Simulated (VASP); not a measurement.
An input for Quantum ESPRESSO's pw.x (written as the equivalent of a VASP run, and not itself run):

```
&CONTROL
  calculation = 'scf'
  pseudo_dir = './pseudo'
  outdir = './out'
  tprnfor = .true.
  tstress = .true.
/
&SYSTEM
  ibrav = 0
  nat = 1
  ntyp = 1
  ecutwfc = 74
  occupations = 'smearing'
  smearing = 'methfessel-paxton'
  degauss = 0.00735
  input_dft = 'pbe'
  vdw_corr = 'grimme-d3'
  dftd3_version = 3
  dftd3_threebody = .false.
/
&ELECTRONS
  conv_thr = 7.3e-09
  electron_maxstep = 100
/
ATOMIC_SPECIES
  W 183.840 W.upf
CELL_PARAMETERS angstrom
    -1.5644006    1.5644006    1.5644006
     1.5644006   -1.5644006    1.5644006
     1.5644006    1.5644006   -1.5644006
ATOMIC_POSITIONS crystal
  W    0.0000000  0.0000000  0.0000000
K_POINTS automatic
  16 16 16 0 0 0
```

Question: Translate this input to VASP (INCAR, KPOINTS, POSCAR, choice of POTCAR).

Answer: This is not unique; one that fits is 
### INCAR
```
SYSTEM = W
ENCUT = 520
LASPH = .TRUE.   ! aspherical one-centre terms
ISMEAR = 1   ! Methfessel-Paxton
NELM = 100
GGA = PE   ! PBE
ISIF = 2
EDIFF = 1E-7
ALGO = Normal   ! blocked Davidson
LMAXMIX = 6   ! l cut-off of mixed one-centre charges
LWAVE = .FALSE.
IVDW = 11
SIGMA = 0.1   ! width (eV)
LCHARG = .FALSE.
LREAL = .FALSE.
PREC = Accurate
```

**POSCAR**
```
W
1
   -1.5644006498     1.5644006498     1.5644006498
    1.5644006498    -1.5644006498     1.5644006498
    1.5644006498     1.5644006498    -1.5644006498
W
1
Direct
  0.0000000000   0.0000000000   0.0000000000
```

### KPOINTS
```
Automatic mesh
0
Gamma
16 16 16
0 0 0
```

POTCAR, in this order: W_sv (PBE.64 set). Program: vasp_std.

The two are equivalent in intent, not identical: the potentials are each code's own (VASP's PAW set, PseudoDojo norm-conserving files in pw.x), so ENCUT and ecutwfc are chosen apart and not converted; conv_thr bounds pw.x's estimated SCF error, while EDIFF bounds the energy change between steps.

The compound is W in the bcc structure. This cell is one point of a volume scan, at 0.97 of the reference volume.
